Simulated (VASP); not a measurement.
# HfZrSe3 (R-3) in VASP: density of states with PBE

Aim: the density of states of HfZrSe3 with PBE.

Program: VASP 6.6.1. These are calculated values, not measurements. Logs are shortened: lines on timing, memory, paths and dates and some standing lists are left out, and cuts for length are marked.

## 1. The structure

It takes space group R-3 (No. 148, trigonal). The conventional cell has a = 6.641 Å, b = 6.641 Å, c = 18.866 Å, α = 90.00°, β = 90.00°, γ = 120.00°. Around Zr (site symmetry 3) lie 6 Se at 2.73 to 2.74 Å and 1 Hf at 3.13 Å. Around Hf (site symmetry 3) lie 6 Se at 2.68 to 2.70 Å. Se (site symmetry 1) is surrounded by 2 Hf at 2.68 to 2.70 Å and 2 Zr at 2.73 to 2.74 Å.

The cell was built by a generator and needn't be a form met in nature.

## 2. Density of states, PBE

Contents of POSCAR:

```
HfZrSe3
1.0
    3.3202900000      1.9169700000      6.2887400000
   -3.3202900000      1.9169700000      6.2887400000
    0.0000000000     -3.8339400000      6.2887400000
Zr Hf Se
2 2 6
Direct
    0.3338820000      0.3338820000      0.3338820000
    0.6661180000      0.6661180000      0.6661180000
    0.1682210000      0.1682210000      0.1682210000
    0.8317790000      0.8317790000      0.8317790000
    0.7554260000      0.4164410000      0.0820390000
    0.4164410000      0.0820390000      0.7554260000
    0.0820390000      0.7554260000      0.4164410000
    0.2445740000      0.5835590000      0.9179610000
    0.5835590000      0.9179610000      0.2445740000
    0.9179610000      0.2445740000      0.5835590000
```

Contents of INCAR.step1:

```
SYSTEM = HfZrSe3
PREC     = Accurate       ! precision mode
ENCUT    = 520            ! plane-wave cutoff, eV
EDIFF    = 1E-7           ! SCF threshold, eV
ISMEAR   = 0              ! smearing method
SIGMA    = 0.1            ! smearing width, eV
LREAL    = .FALSE.        ! projectors in reciprocal space
LASPH    = .TRUE.         ! aspherical terms in the spheres
NELM     = 100            ! most SCF steps
ALGO     = Fast           ! electronic algorithm
ISIF     = 2              ! what is computed and relaxed
LWAVE    = .FALSE.        ! write WAVECAR
LCHARG   = .TRUE.         ! write CHGCAR
LMAXMIX  = 4              ! l up to which the mixer works
GGA      = PE             ! functional
NBANDS   = 51             ! bands
KPAR     = 4
```

Contents of KPOINTS.step1:

```
Automatic mesh
0
G
  6 6 6
  0 0 0
```

Contents of INCAR.step2:

```
SYSTEM = HfZrSe3
PREC     = Accurate       ! precision mode
ENCUT    = 520            ! plane-wave cutoff, eV
EDIFF    = 1E-7           ! SCF threshold, eV
ISMEAR   = -5             ! smearing method
SIGMA    = 0.1            ! smearing width, eV
LREAL    = .FALSE.        ! projectors in reciprocal space
LASPH    = .TRUE.         ! aspherical terms in the spheres
NELM     = 100            ! most SCF steps
ALGO     = Fast           ! electronic algorithm
ISIF     = 2              ! what is computed and relaxed
LWAVE    = .FALSE.        ! write WAVECAR
LCHARG   = .FALSE.        ! write CHGCAR
LMAXMIX  = 4              ! l up to which the mixer works
GGA      = PE             ! functional
LORBIT   = 11             ! projections on sites
NBANDS   = 51             ! bands
KPAR     = 4            
NEDOS    = 1001           ! points of the DOS
ICHARG   = 11             ! starting density
```

Contents of KPOINTS.step2:

```
Automatic mesh
0
G
  9 9 9
  0 0 0
```

Potentials or basis: VASP PAW PBE potentials, release 64 (Zr_sv, Hf_pv, Se).

Launch:

```
> cat potpaw_PBE.64/Zr_sv/POTCAR potpaw_PBE.64/Hf_pv/POTCAR potpaw_PBE.64/Se/POTCAR > POTCAR
> cp INCAR.step1 INCAR
> cp KPOINTS.step1 KPOINTS
> mpirun -np 4 vasp_std > vasp.out
> cp INCAR.step2 INCAR
> cp KPOINTS.step2 KPOINTS
> mpirun -np 4 vasp_std > vasp.out
```

OUTCAR:

```text
SYSTEM = HfZrSe3
   PREC = Accurate
   ENCUT = 520
   EDIFF = 1E-7
   ISMEAR = -5
   LREAL = .FALSE.
   LASPH = .TRUE.
   NELM = 100
   ISIF = 2
   GGA = PE
   LORBIT = 11
   ICHARG = 11

 ion  position               nearest neighbor table
   1  0.334  0.334  0.334-  10 2.73   8 2.73   9 2.73   6 2.74   5 2.74   7 2.74   3 3.13   2 3.83
                             2 3.83   2 3.83
   2  0.666  0.666  0.666-   7 2.73   5 2.73   6 2.73   9 2.74   8 2.74  10 2.74   4 3.13   1 3.83
                             1 3.83   1 3.83
   3  0.168  0.168  0.168-  10 2.68   8 2.68   9 2.68   7 2.70   6 2.70   5 2.70   1 3.13   4 3.83
                             4 3.83   4 3.83
   4  0.832  0.832  0.832-   7 2.68   5 2.68   6 2.68  10 2.70   9 2.70   8 2.70   2 3.13   3 3.83
                             3 3.83   3 3.83
   5  0.755  0.416  0.082-   4 2.68   3 2.70   2 2.73   1 2.74
   6  0.416  0.082  0.755-   4 2.68   3 2.70   2 2.73   1 2.74
   7  0.082  0.755  0.416-   4 2.68   3 2.70   2 2.73   1 2.74
   8  0.245  0.584  0.918-   3 2.68   4 2.70   1 2.73   2 2.74
   9  0.584  0.918  0.245-   3 2.68   4 2.70   1 2.73   2 2.74
  10  0.918  0.245  0.584-   3 2.68   4 2.70   1 2.73   2 2.74

  LATTYP: Found a trigonal (rhomboedric) cell.
 ALAT       =     7.3652800661
 COS(alpha) =     0.5935533960

  Lattice vectors:

 A1 = (   3.3202900000,   1.9169700000,   6.2887400000)
 A2 = (  -3.3202900000,   1.9169700000,   6.2887400000)
 A3 = (   0.0000000000,  -3.8339400000,   6.2887400000)

Analysis of symmetry for initial positions (statically):
=====================================================================
 Subroutine PRICEL returns:
 Original cell was already a primitive cell.

 Routine SETGRP: Setting up the symmetry group for a
 trigonal (rhombohedral) supercell.

 Subroutine GETGRP returns: Found  6 space group operations
 (whereof  6 operations were pure point group operations)
 out of a pool of 12 trial point group operations.

The static configuration has the point symmetry S_6 .

Analysis of symmetry for dynamics (positions and initial velocities):
=====================================================================
 Subroutine PRICEL returns:
 Original cell was already a primitive cell.

 Routine SETGRP: Setting up the symmetry group for a
 trigonal (rhombohedral) supercell.

 Subroutine GETGRP returns: Found  6 space group operations
 (whereof  6 operations were pure point group operations)
 out of a pool of 12 trial point group operations.

The dynamic configuration has the point symmetry S_6 .

 Subroutine INISYM returns: Found  6 space group operations
 (whereof  6 operations are pure point group operations),
 and found     1 'primitive' translations

----------------------------------------------------------------------------------------

                                     Primitive cell

  volume of cell :     240.1631

  direct lattice vectors                    reciprocal lattice vectors
     3.320290000  1.916970000  6.288740000     0.150589256  0.086942762  0.053004788
    -3.320290000  1.916970000  6.288740000    -0.150589256  0.086942762  0.053004788
     0.000000000 -3.833940000  6.288740000     0.000000000 -0.173885524  0.053004788

  length of vectors
     7.365280066  7.365280066  7.365279812     0.181784695  0.181784695  0.181784716

  position of ions in fractional coordinates (direct lattice)
     0.333882000  0.333882000  0.333882000
     0.666118000  0.666118000  0.666118000
     0.168221000  0.168221000  0.168221000
     0.831779000  0.831779000  0.831779000
     0.755426000  0.416441000  0.082039000
     0.416441000  0.082039000  0.755426000
     0.082039000  0.755426000  0.416441000
     0.244574000  0.583559000  0.917961000
     0.583559000  0.917961000  0.244574000
     0.917961000  0.244574000  0.583559000

  ion indices of the primitive-cell ions
   primitive index   ion index
                 1           1
                 2           2
                 3           3
                 4           4
                 5           5
                 6           6
                 7           7
                 8           8
                 9           9
                10          10

----------------------------------------------------------------------------------------

 KPOINTS: Automatic mesh

Automatic generation of k-mesh.
 Grid dimensions read from file:
 generate k-points for:    9    9    9

 Generating k-lattice:

  Cartesian coordinates                     Fractional coordinates (reciprocal lattice)
     0.016732140  0.009660307  0.005889421     0.111111111  0.000000000 -0.000000000
    -0.016732140  0.009660307  0.005889421     0.000000000  0.111111111 -0.000000000
     0.000000000 -0.019320614  0.005889421    -0.000000000 -0.000000000  0.111111111

  Length of vectors
     0.020198299  0.020198299  0.020198302

  Shift w.r.t. Gamma in fractional coordinates (k-lattice)
     0.000000000  0.000000000  0.000000000

 TETIRR: Found    711 inequivalent tetrahedra from     4374

 Subroutine IBZKPT returns following result:
 ===========================================

 Found    125 irreducible k-points:

 Following reciprocal coordinates:
            Coordinates               Weight
  0.000000  0.000000  0.000000      1.000000
  0.111111 -0.000000  0.000000      6.000000
  0.222222 -0.000000  0.000000      6.000000
  0.333333 -0.000000 -0.000000      6.000000
  0.444444 -0.000000  0.000000      6.000000
  0.111111  0.111111  0.000000      6.000000
[... 16 lines left out ...]
  0.444444  0.222222 -0.000000      6.000000
 -0.444444  0.000000 -0.222222      6.000000
 [... further k-points ...]
   k-points           NKPTS =    125   k-points in BZ     NKDIM =    125   number of bands    NBANDS=     51
   number of dos      NEDOS =   1001   number of ions     NIONS =     10
   total plane-waves  NPLWV = 175616
   dimension x,y,z NGX =    56 NGY =   56 NGZ =   56
   dimension x,y,z NGXF=   112 NGYF=  112 NGZF=  112
   ions per type =               2   2   6
   NGX,Y,Z   is equivalent  to a cutoff of  12.64, 12.64, 12.64 a.u.
   NGXF,Y,Z  is equivalent  to a cutoff of  25.28, 25.28, 25.28 a.u.
 SYSTEM =  HfZrSe3
   PREC   = accura    normal or accurate (medium, high low for compatibility)
   ISTART =      0    job   : 0-new  1-cont  2-samecut
   ICHARG =     11    charge: 1-file 2-atom 10-const
   ISPIN  =      1    spin polarized calculation?
   LNONCOLLINEAR =      F non collinear calculations
   LSORBIT =      F    spin-orbit coupling
   LASPH  =      T    aspherical Exc in radial PAW
   ENCUT  =  520.0 eV  38.22 Ry    6.18 a.u.  13.69 13.69 13.69*2*pi/ulx,y,z
   NELM   =    100;   NELMIN=  2; NELMDL=  0     # of ELM steps
   EDIFF  = 0.1E-06   stopping-criterion for ELM
   LREAL  =      F    real-space projection
   EDIFFG = 0.1E-05   stopping-criterion for IOM
   NSW    =      0    number of steps for IOM
   IBRION =     -1    ionic relax: 0-MD 1-quasi-New 2-CG
   NFREE  =      0    steps in history (QN), initial steepest desc. (CG)
   ISIF   =      2    stress and relaxation
   ISYM   =      2    0-nonsym 1-usesym 2-fastsym
   POTIM  = 0.5000    time-step for ionic-motion
   TEBEG  =    0.0;   TEEND  =   0.0 temperature during run
   PSTRESS=    0.0 pullay stress
   NELECT =      80.0000    total number of electrons
   NUPDOWN=      -1.0000    fix difference up-down
   EMIN   =  10.00;   EMAX   =-10.00  energy-range for DOS
   EFERMI =   0.00;   METHOD = LEGACY
   ISMEAR =    -5;   SIGMA  =   0.10  broadening in eV -4-tet -1-fermi 0-gaus
   EFERMI_NEDOS =   21; number of points for ismear=-14 and -15
   IALGO  =     68    algorithm
   IMIX   =      4    mixing-type and parameters
     AMIX     =   0.40;   BMIX     =  1.00
     AMIX_MAG =   1.60;   BMIX_MAG =  1.00
  volume/ion in A,a.u.               =      24.02       162.07
  Fermi-wavevector in a.u.,A,eV,Ry     =   1.134844  2.144544 17.522541  1.287870
  Thomas-Fermi vector in A             =   2.271548
   LORBIT       =     11    0 simple, 1 ext, 2 COOP (PROOUT), +10 PAW based schemes
   GGA     = PE    functional components
   LHFCALC =     F    Hartree Fock is set to
   AEXX    =    0.0000 exact exchange contribution
   IVDW    =     0    specifies the selected vdW correction
   LEPSILON=     F    determine dielectric tensor
   LRPA    =     F    only Hartree local field effects (RPA)
 non-spin polarized calculation
 RMM-DIIS sequential band-by-band and
 Fermi weights with tetrahedron method with Bloechl corrections
  energy-cutoff  :      520.00
  volume of cell :      240.16
 maximum number of plane-waves:      6497

 number of electron      80.0000003 magnetization

 Free energy of the ion-electron system (eV)
  ---------------------------------------------------
  ext. energy  EPLUGINS =         0.00000000
  ---------------------------------------------------
  free energy    TOTEN  =       -70.27288591 eV

  energy without entropy =      -70.27288591  energy(sigma->0) =      -70.27288591

 E-fermi :   5.4700     XC(G=0):  -9.9148

 val. band max:        5.4681568924   @ k =   0.4444   0.2222   0.2222
 cond. band min:       5.4393438323   @ k =   0.0000   0.0000   0.0000
 fundamental gap:     -0.0288130601
 Fermi energy:         5.4700443806

 k-point     1 :       0.0000    0.0000    0.0000
  band No.  band energies     occupation
      1     -44.3392      2.00000
      2     -44.3313      2.00000
      3     -26.4869      2.00000
      4     -26.4869      2.00000
      5     -26.4367      2.00000
      6     -26.4367      2.00000
[... 43 lines left out ...]
     50       8.1910      0.00000
     51       8.5697      0.00000
[... 1240 lines left out ...]
     50       7.8891      0.00000
     51       8.2355      0.00000

 [... further k-points ...]
[... 5 lines left out ...]
  --------------------------------------------------------------------------------------
  -------------------------------------------------------------------------------------
  Total        0.1172411      0.1172411     -0.2709110     -0.0000002     -0.0000000      0.0000000
  in kB        0.7821395      0.7821393     -1.8073028     -0.0000013     -0.0000000      0.0000000
  external PRESSURE =      -0.0810080 kB  Pullay stress =       0.0000000 kB

 VOLUME and BASIS-vectors are now :
 -----------------------------------------------------------------------------
  energy-cutoff  :      520.00
  volume of cell :      240.16
      direct lattice vectors                 reciprocal lattice vectors
     3.320290000  1.916970000  6.288740000     0.150589256  0.086942762  0.053004788
    -3.320290000  1.916970000  6.288740000    -0.150589256  0.086942762  0.053004788
     0.000000000 -3.833940000  6.288740000     0.000000000 -0.173885524  0.053004788

 POSITION                                       TOTAL-FORCE (eV/Angst)
 -----------------------------------------------------------------------------------
      0.00000      0.00000      6.29909        -0.000000     -0.000000     -0.016890
      0.00000      0.00000     12.56713        -0.000000     -0.000000      0.016890
      0.00000      0.00000      3.17369        -0.000000     -0.000000      0.018737
      0.00000      0.00000     15.69253        -0.000000      0.000000     -0.018737
      1.12553      1.93190      7.88549        -0.006705      0.001657     -0.000917
      1.11031     -1.94069      7.88549         0.004788      0.004978     -0.000917
     -2.23584      0.00879      7.88549         0.001917     -0.006636     -0.000917
     -1.12553     -1.93190     10.98073         0.006705     -0.001657      0.000917
     -1.11031      1.94069     10.98073        -0.004788     -0.004978      0.000917
      2.23584     -0.00879     10.98073        -0.001917      0.006636      0.000917
 -----------------------------------------------------------------------------------
    total drift:                               -0.000000     -0.000000      0.000000

  FREE ENERGIE OF THE ION-ELECTRON SYSTEM (eV)
  ---------------------------------------------------
  free  energy   TOTEN  =       -70.2728859149 eV

  energy  without entropy=      -70.2728859149  energy(sigma->0) =      -70.27288591

 total charge

# of ion       s       p       d       tot
------------------------------------------
    1        2.146   5.976   1.608   9.730
    2        2.146   5.976   1.608   9.730
    3        0.293   6.400   1.539   8.232
    4        0.293   6.400   1.539   8.232
    5        1.437   2.450   0.039   3.926
    6        1.437   2.450   0.039   3.926
    7        1.437   2.450   0.039   3.926
    8        1.437   2.450   0.039   3.926
    9        1.437   2.450   0.039   3.926
   10        1.437   2.450   0.039   3.926
--------------------------------------------------
tot         13.502  39.453   6.526  59.481
```

Run time: 13 min. Hardware: 4 MPI ranks of Intel Xeon 6975P-C (Granite Rapids), shared host; peak memory 1.3 GiB.

What came out:

* Valence electrons inside the program's atomic spheres: Zr 9.73; Hf 8.23; Se 3.93

States per cell in windows of 1 eV (zero at the Fermi level; states under -8 eV left out):
| from (eV) | total | Zr1_d | Zr2_d | Hf3_d | Hf4_d | Se5_p | Se8_p |
| --- | --- | --- | --- | --- | --- | --- | --- |
| -8.0 | 0.00 | 0.00 | 0.00 | 0.00 | 0.00 | 0.00 | 0.00 |
| -7.0 | 0.77 | 0.01 | 0.01 | 0.01 | 0.01 | 0.04 | 0.04 |
| -6.0 | 7.67 | 0.14 | 0.14 | 0.16 | 0.16 | 0.44 | 0.44 |
| -5.0 | 10.74 | 0.36 | 0.36 | 0.45 | 0.45 | 0.68 | 0.68 |
| -4.0 | 9.55 | 0.26 | 0.26 | 0.27 | 0.27 | 0.67 | 0.67 |
| -3.0 | 7.98 | 0.20 | 0.20 | 0.19 | 0.19 | 0.61 | 0.61 |
| -2.0 | 0.34 | 0.01 | 0.01 | 0.01 | 0.01 | 0.03 | 0.03 |
| -1.0 | 3.86 | 0.59 | 0.59 | 0.42 | 0.42 | 0.04 | 0.04 |
| 0.0 | 7.81 | 1.19 | 1.19 | 1.00 | 1.00 | 0.08 | 0.08 |
| 1.0 | 9.70 | 1.60 | 1.60 | 1.46 | 1.46 | 0.10 | 0.10 |
| 2.0 | 5.70 | 0.89 | 0.89 | 0.80 | 0.80 | 0.06 | 0.06 |
| 3.0 | 0.09 | 0.01 | 0.01 | 0.01 | 0.01 | 0.00 | 0.00 |
| 4.0 | 0.00 | 0.00 | 0.00 | 0.00 | 0.00 | 0.00 | 0.00 |

Caveat: tetrahedron occupations give inexact forces and stress in metals.
